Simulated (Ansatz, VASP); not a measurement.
# Sc3BC in two plane-wave programs

Aim: how closely do two programs agree when they are given the same cell, functional and k mesh? The cell is generated by rule, not measured, and may not be a known phase. The cell is taken from a series of runs on this material, whose earlier steps may have relaxed, scaled, displaced or heated it; both programs get it as it stands.

Program: Ansatz 0.2.0. Level of theory: plane waves, with VASP 6.6.1 beside it; zone-centre phonons at LDA. Results are calculated unless marked as measured.

The structure was built from a prototype and need not be the compound's stable phase.

**1. The starting structure**

The structure is cubic, space group Pm-3m (No. 221). Conventional cell: a = 4.267 Å, b = 4.267 Å, c = 4.267 Å, α = 90.00°, β = 90.00°, γ = 90.00°. Nearest to Sc lie 2 C at 2.13 Å and 8 Sc at 3.02 Å and 4 B at 3.02 Å. B has 12 Sc at 3.02 Å nearest. C has 6 Sc at 2.13 Å nearest. Farther neighbours are not listed.

**2. Ansatz: zone-centre phonons, LDA**

Ansatz runs on its default PAW (the set named soft_2) files.

Second derivatives magnify differences that forces hide, and they need a tight electronic threshold.

File input.yaml:

```yaml
crystal:
  lattice:
    - [4.2666960729, 0.0, 0.0]
    - [0.0, 4.2666960729, 0.0]
    - [0.0, 0.0, 4.2666960729]
  atoms:
    - { symbol: Sc, position: [0.5, 0.0, 0.5] }
    - { symbol: Sc, position: [0.0, 0.5, 0.5] }
    - { symbol: Sc, position: [0.5, 0.5, 0.0] }
    - { symbol: B, position: [0.0, 0.0, 0.0] }
    - { symbol: C, position: [0.5, 0.5, 0.5] }
kpoints:
  mp_grid: { grid: [8, 8, 8] }
hamiltonian:
  xc: lda
scf:
  occupations: { method: methfessel_paxton, width: 0.2 }
output:
  eigenvalues: true
phonons:
  method: dfpt
```

On the command line:

```console
ansatz run input.yaml --threads 8 --pin off --max-ram 14336MiB --backend cpu --events-out ev --progress --plain --runs-dir out
```

Numbers of over 12 decimals in the logs are rounded to 6 here.

The program printed:

```text
zone centre: on kpoints.mp_grid the ground state, and the responses unless they are solved on pairs of k-points, stand on 125 of the mesh's 512 k-points, reduced under 8 symmetry operations, with k and −k counted as one. Each operation leaves every solved displacement unchanged or reverses it
Engine: ansatz 0.2.0, x86_64-unknown-linux-gnu
Pseudopotentials: kind: paw
Pseudopotential: Sc, paw, valence charge 11, recommended cutoff 420 eV (normal), Sc.paw.azcp
Pseudopotential: B, paw, valence charge 3, recommended cutoff 420 eV (normal), B.paw.azcp
Pseudopotential: C, paw, valence charge 4, recommended cutoff 420 eV (normal), C.paw.azcp
Functional definition: SPW92
  exchange = slater_x
  correlation = pw_c
Crystal: 5 atoms, lattice volume = 77.674 Å³
Basis set: ecut = 420 eV, 1503 PW (Γ), exchange–correlation on 60×60×60 points (8 copies of the dense FFT grid, shifted against one another)
Bands: 25, of which v1, the nominal top of the filled ones, is band 20 counted from 1 (19 counted from 0)
Symmetry: 48 space group operations
k-points: 125 of 512 (irreducible under 8 space group operations)
Non-local potential: Sc, projectors of the file, l = 0: 3, l = 1: 2, l = 2: 3, l = 3: 1
Non-local potential: B, projectors of the file, l = 0: 2, l = 1: 2, l = 2: 1
Non-local potential: C, projectors of the file, l = 0: 2, l = 1: 2, l = 2: 1
PAW form: soft (Blöchl's): semilocal exchange-correlation on the pseudo side does not see the compensation charge
PAW frozen core: Sc, regenerated for the run's functional, and the local potential with it (the file was generated under x = pbe(κ = 0.804, μ = 0.219515), c = pbe(β = 0.066725))
PAW frozen core: B, regenerated for the run's functional, and the local potential with it (the file was generated under x = pbe(κ = 0.804, μ = 0.219515), c = pbe(β = 0.066725))
PAW frozen core: C, regenerated for the run's functional, and the local potential with it (the file was generated under x = pbe(κ = 0.804, μ = 0.219515), c = pbe(β = 0.066725))
PAW one-centre angular grid: Sc, 590 points (default); XC on 64 Gauss nodes
PAW one-centre angular grid: B, 110 points (default); XC on 64 Gauss nodes
PAW one-centre angular grid: C, 110 points (default); XC on 64 Gauss nodes
Initial density: superposition of atomic densities (neutral atoms: chi_scale 0, normalization atom), corrected by the library's trained network
Initial wavefunctions: pseudopotential atomic-orbital guess
Functional: x = slater, c = lda
SCF iter   1: F=—  HF=-6660.663900 eV  |F-HF|=—  |Δ(HF+E_count)|=         —  Δρ=1.06e-2  dr2=1.77e-1  ethr=1.77e-3  ⟨swp⟩=4.2  Hψ=12618  notcnv=0
preconditioner: auto → Kerker (q_TF=auto, 2.443 Å⁻¹)  [metal: Δε(μ)=0.050 eV  Ē_g=4.830 eV  σ=0.200 eV  W_gap=0.21  n_scr=18 (ndim 8)  ℏωp=16.9 eV  f_vac=0.000  D(μ)=0.63/eV (n_scr^D=0)]
SCF iter   2: F=—  HF=-6660.628187 eV  |F-HF|=—  |Δ(HF+E_count)|=   3.57e-2  S|Δr|=    0.00e0  Δρ=4.81e-3  dr2=3.05e-2  ethr=4.44e-4  ⟨swp⟩=2.0  Hψ=4750  notcnv=0
SCF iter   3: F=—  HF=-6660.620114 eV  |F-HF|=—  |Δ(HF+E_count)|=   8.07e-3  S|Δr|=    0.00e0  Δρ=1.99e-3  dr2=5.42e-3  ethr=7.61e-5  ⟨swp⟩=2.0  Hψ=3613  notcnv=0
SCF iter   4: F=—  HF=-6660.618367 eV  |F-HF|=—  |Δ(HF+E_count)|=   1.75e-3  S|Δr|=    0.00e0  Δρ=5.49e-4  dr2=4.18e-4  ethr=1.35e-5  ⟨swp⟩=2.0  Hψ=3853  notcnv=0
SCF iter   5: F=—  HF=-6660.618248 eV  |F-HF|=—  |Δ(HF+E_count)|=   1.19e-4  S|Δr|=    0.00e0  Δρ=1.94e-4  dr2=2.64e-5  ethr=1.04e-6  ⟨swp⟩=2.3  Hψ=4196  notcnv=0
SCF iter   6: F=—  HF=-6660.618243 eV  |F-HF|=—  |Δ(HF+E_count)|=   5.58e-6  S|Δr|=    0.00e0  Δρ=3.56e-5  dr2=1.14e-6  ethr=6.60e-8  ⟨swp⟩=2.3  Hψ=3858  notcnv=0
SCF iter   7: F=—  HF=-6660.618243 eV  |F-HF|=—  |Δ(HF+E_count)|=   4.03e-9  S|Δr|=    0.00e0  Δρ=7.10e-6  dr2=3.30e-8  ethr=2.85e-9  ⟨swp⟩=2.0  Hψ=4021  notcnv=0  defer=3
SCF iter   8: F=—  HF=-6660.618243 eV  |F-HF|=—  |Δ(HF+E_count)|=   3.02e-9  S|Δr|=    0.00e0  Δρ=1.30e-6  dr2=1.39e-9  ethr=8.24e-11  ⟨swp⟩=2.0  Hψ=3833  notcnv=0  defer=3
SCF iter   9: F=—  HF=-6660.618243 eV  |F-HF|=—  |Δ(HF+E_count)|=  1.48e-10  S|Δr|=    0.00e0  Δρ=1.43e-7  dr2=1.62e-11  ethr=3.47e-12  ⟨swp⟩=2.0  Hψ=4022  notcnv=0  defer=3
SCF iter  10: F=-6660.618243 eV  HF=-6660.618243 eV  |F-HF|=1.82e-12  |Δ(HF+E_count)|=  2.73e-12  S|Δr|=    0.00e0  Δρ=4.38e-8  dr2=1.34e-12  ethr=1.00e-12  ⟨swp⟩=7.3  Hψ=12086  notcnv=0
SCF 1 converged in 10 iterations: F = -6660.618243 eV  dr2 = 1.34e-12
  greatest PAW one-centre occupation: 0.998 electrons in one spin orbital (limit 2), on the Sc atom at site 1 (counted from 0), in its partial waves of l = 0
DFPT response loops at Γ: preconditioner auto → Kerker (q_TF=auto, 2.443 Å⁻¹) (partly filled bands, converged f_vac=0.000); β = 1.00, the filter's whole step (`scf.mixing.beta` (0.50) is not read by the response loops under this deck's `scf.mixing.preconditioner`; to damp them name `kerker` or `kerker_dos`, under which they read `scf.mixing.beta`, and type it under 1.00, their step now; both keys bind the ground state too); Broyden in place of MSR1
SCF converged after 10 iterations
Stability not checked: this state was not tested for a lower state beside it, because cold or Methfessel-Paxton smearing, or corrected tetrahedra, fill the levels in a way that the test cannot read (fill_not_monotonic; see scf.lower_state_search)
Free energy (F): -6660.618243 eV
Harris-Foulkes:  -6660.618243 eV  (|F-HF|=1.82e-12)
Internal energy: -6660.627026 eV  (E = F + TS)
E sigma→0 (E₀):  -6660.620439 eV
Entropy (-TS):   0.008784 eV (1.757 meV/atom)
Fermi energy:    9.779265 eV
Step filling:    the computed levels leave a gap of 0.0000 eV = 0.0 smearing widths at the electron count; against every level under it full and every level over it empty, smearing changes F+E_penalty+E_count by +1.557 meV and its σ→0 estimate by -0.639 meV
--- Per-component energies (eV) ---
  E_band       = -431.566080
  E_kinetic    = 921.720043
  E_local      = -2706.261080  (includes V_loc(G=0)·N_el)
  E_nonlocal   = 297.325952
  E_hartree    = 950.819990
  E_xc         = -390.927426
  E_vxc        = -485.562154  (∫ρ·V_xc dr)
  E_paw        = -2893.184029  (= ΣΔE_a)
  E_vpaw       = -360.428831  (= ΣTr[D̂ρ^β])
  E_aug_tail   = 0.000028  (compensation charges beyond the density's cutoff)
  E_ewald      = -2841.143940
  E_core_change = 1.023435  (= ΣΔE_core)
  E_smearing   = 0.008784  (= −TS)
  E_closure    = -0.000000  (closes the sum)
  Σ components = -6660.618243   (vs F -6660.618243, Δ=0.00e0)
--- Band table (eV; the first three rows and the last of 125) ---
  k-point 0: bands = [... 16 lower, 9.2150, 9.7001, 9.7001, 9.7695, 9.7695, 9.7695, 11.8591, 11.8591, ... 1 higher]
  k-point 1: bands = [... 16 lower, 9.0851, 9.7157, 9.7355, 9.7355, 9.8182, 9.8377, 11.4624, 11.9762, ... 1 higher]
  k-point 2: bands = [... 16 lower, 8.8466, 9.0017, 9.6110, 9.6110, 9.9465, 10.2198, 11.4436, 12.2906, ... 1 higher]
  k-point 124: bands = [... 16 lower, 5.8338, 9.3752, 9.3752, 9.3752, 11.6671, 11.6671, 11.6671, 11.8513, ... 1 higher]
--- Phonons (Γ-DFPT): 4 representative perturbations + reference, on 125 of 512 k-points (Σ response iterations 12) ---
  k mesh reduced under 8 symmetry operations, with k and −k counted as one. Each operation leaves every solved displacement unchanged or reverses it
  ASR residual: 2.969e-5 → 0.000e0 eV/Å²; symmetrization residual: 1.253e-6 eV/Å²
  ASR residual per site (eV/Å²): 1.70e-5 1.70e-5 1.70e-5 1.98e-5 2.97e-5
  Γ frequencies (cm⁻¹): -126.69 -126.69 -126.69 0.00 0.00 0.00 114.26 114.26 114.26 329.53 329.53 329.53 547.39 547.39 547.39
  non-analytic LO–TO correction: not included (Born effective charges unavailable; polar crystals: no LO–TO splitting at Γ)
```

In the SCF lines HF is the Harris–Foulkes energy and dr2 the Hartree energy of the density residual, in eV; the loop may stop once dr2 is under the threshold and the program's other checks hold. Hψ counts applications of the Hamiltonian.

**3. VASP: zone-centre phonons, LDA**

The same cell, functional (in two slightly different forms), mesh and smearing now go to VASP, with its own data sets.

Lines of VASP's logs that name or quote its potential files are left out, and so is its time.

File INCAR:

```
SYSTEM = Sc3BC
PREC = Accurate
ENCUT = 600
EDIFF = 1E-08
NELM = 120
ISMEAR = 1
SIGMA = 0.2
LREAL = .FALSE.
ALGO = Normal
GGA = CA
NBANDS = 26
LASPH = .TRUE.
LORBIT = 11
LWAVE = .FALSE.
LCHARG = .FALSE.
ISIF = 2
IBRION = 8
GGA_COMPAT = .FALSE.
KPAR = 2
```

File POSCAR:

```
Sc3BC
1.0
    4.2666960729      0.0000000000      0.0000000000
    0.0000000000      4.2666960729      0.0000000000
    0.0000000000      0.0000000000      4.2666960729
Sc B C
3 1 1
Direct
    0.5000000000      0.0000000000      0.5000000000
    0.0000000000      0.5000000000      0.5000000000
    0.5000000000      0.5000000000      0.0000000000
    0.0000000000      0.0000000000      0.0000000000
    0.5000000000      0.5000000000      0.5000000000
```

File KPOINTS:

```
Automatic mesh
0
Gamma
8 8 8
0 0 0
```

PAW data sets: Sc_sv, B and C (LDA family, release 64).

On the command line:

```console
mpirun -np 2 vasp_std
```

The program printed:

```text
[banner, memory and clock lines left out]
running    2 mpi-ranks, on    1 nodes
 distrk:  each k-point on    1 cores,    2 groups
 distr:  one band on    1 cores,    1 groups

 POSCAR found type information on POSCAR ScB C
 POSCAR found :  3 types and       5 ions
 LDA part: xc-table for (Slater(with rela. corr.)+CA(PZ))
 , standard interpolation
 POSCAR, INCAR and KPOINTS ok, starting setup
 FFT: planning ... GRIDC
 FFT: planning ... GRID_SOFT
 FFT: planning ... GRID
 WAVECAR not read
 entering main loop
       N       E                     dE             d eps       ncg     rms          rms(c)
DAV:   1     0.754423250121E+03    0.75442E+03   -0.20104E+04  1828   0.190E+03
DAV:   2     0.300940089012E+02   -0.72433E+03   -0.71600E+03  2556   0.738E+02
DAV:   3    -0.444657959069E+02   -0.74560E+02   -0.72636E+02  3026   0.298E+02
DAV:   4    -0.489911213144E+02   -0.45253E+01   -0.44345E+01  3040   0.616E+01
DAV:   5    -0.491115512705E+02   -0.12043E+00   -0.12006E+00  3056   0.126E+01    0.213E+01
DAV:   6    -0.389174007108E+02    0.10194E+02   -0.71942E+01  2980   0.560E+01    0.684E+00
DAV:   7    -0.386354738883E+02    0.28193E+00   -0.27694E+00  2920   0.132E+01    0.446E+00
DAV:   8    -0.385192720346E+02    0.11620E+00   -0.34518E-01  2982   0.457E+00    0.596E-01
DAV:   9    -0.385104523761E+02    0.88197E-02   -0.40506E-02  3088   0.142E+00    0.321E-01
DAV:  10    -0.385104529306E+02   -0.55444E-06   -0.55369E-03  2680   0.657E-01    0.144E-01
DAV:  11    -0.385103195732E+02    0.13336E-03   -0.59996E-04  3120   0.213E-01    0.341E-02
DAV:  12    -0.385103201655E+02   -0.59236E-06   -0.49513E-05  3240   0.594E-02    0.112E-02
DAV:  13    -0.385103180157E+02    0.21498E-05   -0.22295E-05  2944   0.367E-02    0.256E-03
DAV:  14    -0.385103179468E+02    0.68854E-07   -0.88944E-07  3028   0.832E-03    0.139E-03
DAV:  15    -0.385103179246E+02    0.22227E-07   -0.29450E-07  2464   0.314E-03    0.289E-04
DAV:  16    -0.385103179242E+02    0.41200E-09   -0.43242E-08  2420   0.146E-03
   1 F= -.38510318E+02 E0= -.38513249E+02  d E =0.879207E-02
 Linear response reoptimize wavefunctions to high precision
DAV:   1    -0.385103179232E+02    0.99226E-09   -0.47404E-09  1664   0.845E-04
DAV:   2    -0.385103179233E+02   -0.10186E-09   -0.11058E-09  1336   0.515E-04
DAV:   3    -0.385103179234E+02   -0.78217E-10   -0.59874E-10  1204   0.387E-04
 Linear response DOF=           4
 Linear response progress:
  Degree of freedom:   1/  4
       N       E                     dE             d eps       ncg     rms          rms(c)
RMM:   1    -0.766829137954E+00   -0.76683E+00   -0.10273E+02  6976   0.225E+02
RMM:   2    -0.762639638715E+00    0.41895E-02   -0.24497E-01 10861   0.420E+00    0.103E-01
RMM:   3    -0.764279656872E+00   -0.16400E-02   -0.11571E-02 11750   0.844E-01    0.423E-02
RMM:   4    -0.763876013098E+00    0.40364E-03   -0.17294E-03 13153   0.226E-01    0.233E-02
RMM:   5    -0.763730701410E+00    0.14531E-03   -0.20711E-04 13299   0.773E-02    0.796E-03
RMM:   6    -0.763734177479E+00   -0.34761E-05   -0.44451E-05 13373   0.295E-02    0.302E-03
RMM:   7    -0.763764900539E+00   -0.30723E-04   -0.13178E-05 13508   0.118E-02    0.105E-03
RMM:   8    -0.763780208520E+00   -0.15308E-04   -0.68306E-06 13120   0.647E-03    0.245E-04
RMM:   9    -0.763784858650E+00   -0.46501E-05   -0.28104E-06 13138   0.392E-03    0.809E-05
RMM:  10    -0.763785677072E+00   -0.81842E-06   -0.16876E-06 12898   0.311E-03    0.553E-05
RMM:  11    -0.763786234092E+00   -0.55702E-06   -0.10066E-06 12647   0.273E-03    0.212E-05
RMM:  12    -0.763786014300E+00    0.21979E-06   -0.59107E-07 13244   0.245E-03    0.113E-05
RMM:  13    -0.763785858476E+00    0.15582E-06   -0.39223E-07 13373   0.233E-03    0.808E-06
RMM:  14    -0.763785837164E+00    0.21312E-07   -0.28575E-07 13636   0.225E-03    0.450E-06
RMM:  15    -0.763785825005E+00    0.12159E-07   -0.16713E-07 14273   0.219E-03    0.277E-06
RMM:  16    -0.763785807379E+00    0.17626E-07   -0.13222E-07 14419   0.216E-03    0.338E-06
RMM:  17    -0.763785810380E+00   -0.30013E-08   -0.14599E-07 14631   0.214E-03    0.703E-06
RMM:  18    -0.763785820678E+00   -0.10297E-07   -0.12404E-07 14973   0.212E-03    0.121E-05
RMM:  19    -0.763785822772E+00   -0.20949E-08   -0.16342E-07 15247   0.212E-03    0.134E-05
RMM:  20    -0.763785823200E+00   -0.42737E-09   -0.14626E-07 15213   0.211E-03    0.142E-05
RMM:  21    -0.763785817021E+00    0.61792E-08   -0.87428E-08 15364   0.211E-03    0.146E-05
 first order change of Fermi-energy   0.33092E-03
 force on displaced ion       1 direction 1 :  -3.072   0.000   0.000
 Linear response progress:
  Degree of freedom:   2/  4
       N       E                     dE             d eps       ncg     rms          rms(c)
RMM:   1    -0.763616757241E+00   -0.76362E+00   -0.10402E+02  4088   0.229E+02
RMM:   2    -0.758906743685E+00    0.47100E-02   -0.30958E-01  6566   0.423E+00    0.191E-01
RMM:   3    -0.757818432993E+00    0.10883E-02   -0.11505E-02  6868   0.873E-01    0.827E-02
RMM:   4    -0.756188363663E+00    0.16301E-02   -0.14680E-03  7548   0.280E-01    0.286E-02
RMM:   5    -0.755492035836E+00    0.69633E-03   -0.21946E-04  8227   0.817E-02    0.844E-03
RMM:   6    -0.755376137957E+00    0.11590E-03   -0.40640E-05  7513   0.466E-02    0.287E-03
RMM:   7    -0.755308690510E+00    0.67447E-04   -0.13256E-05  8293   0.141E-02    0.127E-03
RMM:   8    -0.755329890857E+00   -0.21200E-04   -0.51168E-06  7819   0.661E-03    0.363E-04
RMM:   9    -0.755335907983E+00   -0.60171E-05   -0.22693E-06  7519   0.420E-03    0.111E-04
RMM:  10    -0.755338474055E+00   -0.25661E-05   -0.11410E-06  8010   0.271E-03    0.596E-05
RMM:  11    -0.755340461456E+00   -0.19874E-05   -0.70815E-07  7671   0.235E-03    0.206E-05
RMM:  12    -0.755340199117E+00    0.26234E-06   -0.45360E-07  7952   0.210E-03    0.117E-05
RMM:  13    -0.755340210763E+00   -0.11646E-07   -0.37676E-07  7907   0.199E-03    0.878E-06
RMM:  14    -0.755340283858E+00   -0.73095E-07   -0.32084E-07  8150   0.192E-03    0.554E-06
RMM:  15    -0.755340187424E+00    0.96435E-07   -0.28541E-07  8392   0.188E-03    0.574E-06
RMM:  16    -0.755340149861E+00    0.37563E-07   -0.27445E-07  8566   0.184E-03    0.235E-06
RMM:  17    -0.755340174093E+00   -0.24232E-07   -0.24502E-07  8934   0.182E-03    0.721E-07
RMM:  18    -0.755340177769E+00   -0.36765E-08   -0.24658E-07  8943   0.181E-03    0.155E-06
RMM:  19    -0.755340176056E+00    0.17128E-08   -0.21966E-07  8930   0.180E-03    0.261E-06
RMM:  20    -0.755340189160E+00   -0.13103E-07   -0.18714E-07  9066   0.179E-03    0.381E-06
RMM:  21    -0.755340181084E+00    0.80751E-08   -0.38912E-08  9030   0.179E-03    0.416E-06
 first order change of Fermi-energy   0.41236E-03
 force on displaced ion       1 direction 2 :  -0.000 -19.605  -0.000
 Linear response progress:
  Degree of freedom:   3/  4
       N       E                     dE             d eps       ncg     rms          rms(c)
RMM:   1    -0.374619753571E-01   -0.37462E-01    0.13787E-02  7245   0.804E-01
RMM:   2    -0.367514972888E-01    0.71048E-03   -0.17779E-03  6912   0.245E-01    0.619E-02
RMM:   3    -0.368661507653E-01   -0.11465E-03   -0.52981E-04  6942   0.126E-01    0.338E-02
RMM:   4    -0.370889525208E-01   -0.22280E-03   -0.20492E-04  6935   0.785E-02    0.900E-03
RMM:   5    -0.370903745627E-01   -0.14220E-05   -0.27236E-05  7183   0.410E-02    0.405E-03
RMM:   6    -0.371053783768E-01   -0.15004E-04   -0.61680E-06  7651   0.113E-02    0.175E-03
RMM:   7    -0.370885612884E-01    0.16817E-04   -0.10128E-06  7473   0.495E-03    0.396E-04
RMM:   8    -0.370898260870E-01   -0.12648E-05   -0.23742E-07  7710   0.200E-03    0.254E-04
RMM:   9    -0.370874059909E-01    0.24201E-05   -0.89058E-08  7578   0.946E-04    0.347E-05
RMM:  10    -0.370874369614E-01   -0.30970E-07   -0.74814E-08  7986   0.542E-04    0.209E-05
RMM:  11    -0.370874811745E-01   -0.44213E-07   -0.70595E-08  7947   0.497E-04    0.164E-05
RMM:  12    -0.370876677287E-01   -0.18655E-06   -0.69924E-08  7706   0.505E-04    0.303E-06
RMM:  13    -0.370876504075E-01    0.17321E-07   -0.70244E-08  7962   0.507E-04    0.250E-06
RMM:  14    -0.370876724988E-01   -0.22091E-07   -0.70970E-08  7924   0.511E-04    0.108E-06
RMM:  15    -0.370876706886E-01    0.18102E-08   -0.77053E-08  7811   0.513E-04    0.560E-07
 first order change of Fermi-energy  -0.20342E-04
 force on displaced ion       4 direction 1 :  -0.276   0.000  -0.000
 Linear response progress:
  Degree of freedom:   4/  4
       N       E                     dE             d eps       ncg     rms          rms(c)
RMM:   1    -0.140333153937E+00   -0.14033E+00   -0.33304E-02  6730   0.389E+00
RMM:   2    -0.128424611874E+00    0.11909E-01   -0.87776E-03  6939   0.822E-01    0.188E-01
RMM:   3    -0.128416388744E+00    0.82231E-05   -0.31642E-03  6820   0.382E-01    0.870E-02
RMM:   4    -0.129351799709E+00   -0.93541E-03   -0.12535E-03  7148   0.225E-01    0.211E-02
RMM:   5    -0.129439629396E+00   -0.87830E-04   -0.11661E-04  7140   0.118E-01    0.920E-03
RMM:   6    -0.129555536323E+00   -0.11591E-03   -0.30484E-05  7553   0.324E-02    0.428E-03
RMM:   7    -0.129505722871E+00    0.49813E-04   -0.68239E-06  7311   0.154E-02    0.871E-04
RMM:   8    -0.129518930046E+00   -0.13207E-04   -0.13160E-06  7818   0.505E-03    0.390E-04
RMM:   9    -0.129515139860E+00    0.37902E-05   -0.27095E-07  7783   0.222E-03    0.164E-04
RMM:  10    -0.129516699730E+00   -0.15599E-05   -0.15068E-07  7711   0.121E-03    0.497E-05
RMM:  11    -0.129516599941E+00    0.99790E-07   -0.12909E-07  7910   0.914E-04    0.156E-05
RMM:  12    -0.129516831673E+00   -0.23173E-06   -0.13104E-07  7909   0.874E-04    0.127E-05
RMM:  13    -0.129516747000E+00    0.84673E-07   -0.12905E-07  7872   0.900E-04    0.331E-06
RMM:  14    -0.129516729077E+00    0.17923E-07   -0.12976E-07  8179   0.896E-04    0.280E-06
RMM:  15    -0.129516745954E+00   -0.16877E-07   -0.12884E-07  8166   0.904E-04    0.124E-06
RMM:  16    -0.129516750344E+00   -0.43895E-08   -0.12879E-07  8195   0.908E-04    0.366E-07
RMM:  17    -0.129516750578E+00   -0.23451E-09   -0.12892E-07  8238   0.908E-04    0.352E-07
RMM:  18    -0.129516750628E+00   -0.50117E-10   -0.13232E-07  7820   0.910E-04    0.176E-07
RMM:  19    -0.129516750621E+00    0.67692E-11   -0.14720E-07  7744   0.909E-04    0.336E-07
RMM:  20    -0.129516750798E+00   -0.17656E-09   -0.24828E-07  7757   0.906E-04    0.214E-07
RMM:  21    -0.129516750927E+00   -0.12931E-09   -0.14391E-07  7824   0.908E-04    0.246E-07
RMM:  22    -0.129516750906E+00    0.21094E-10   -0.11230E-07  7855   0.907E-04    0.650E-07
RMM:  23    -0.129516750985E+00   -0.78501E-10   -0.21751E-07  7929   0.903E-04    0.465E-07
RMM:  24    -0.129516750777E+00    0.20816E-09   -0.80455E-08  7951   0.912E-04    0.382E-07
 first order change of Fermi-energy  -0.31366E-03
 force on displaced ion       5 direction 1 : -11.337   0.000   0.000
 Linear response finished
```

[end of part 1 of 2]

[Lines on the potential files, build, host, timing and source positions are cut from VASP's logs without a mark.]

[Logs are printed without paths, hosts, clocks, repeated set-up lines and the standing remarks that a program may print on its own settings, such as how far it seeks lower states.]

[Hosts, paths, dates, database ids (printed as entryN), source tags and the programs' standing remarks are cut or masked in the printed files.]
